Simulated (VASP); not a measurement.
Input:

```yaml
crystal:
  lattice:
    - [0.00000, 2.70738, 2.70738]
    - [2.70738, 0.00000, 2.70738]
    - [2.70738, 2.70738, 0.00000]
  atoms:
    - { symbol: Pt, position: [0.00000, 0.00000, 0.00000] }
    - { symbol: S, position: [0.25000, 0.25000, 0.25000] }
```

The numbers are results of PBE GGA, VASP's PBE PAW potentials (set 64) (plane waves; VASP 6.6.1), not measurements. Numerical set-up: 400 eV cut-off, 13×13×13 Γ-centred mesh, tetrahedra with Blöchl corrections, potentials Pt S.

Unless said otherwise, spin-orbit coupling is left out, though it shifts the bands of the heavy elements here.

Task: What does the run give for the energy per atom (σ→0), band gap (on the k-mesh) with the smallest direct gap where there is one?

Result: 
The band gap (on the k-mesh) is none (metal, semimetal or under 0.01 eV) and the energy per atom (σ→0) is -5.087 eV/atom.

The structure was generated: PtS was put into the zinc blende type (F-43m), which need not be its known phase. It was relaxed first, which changed the volume by -8 %.
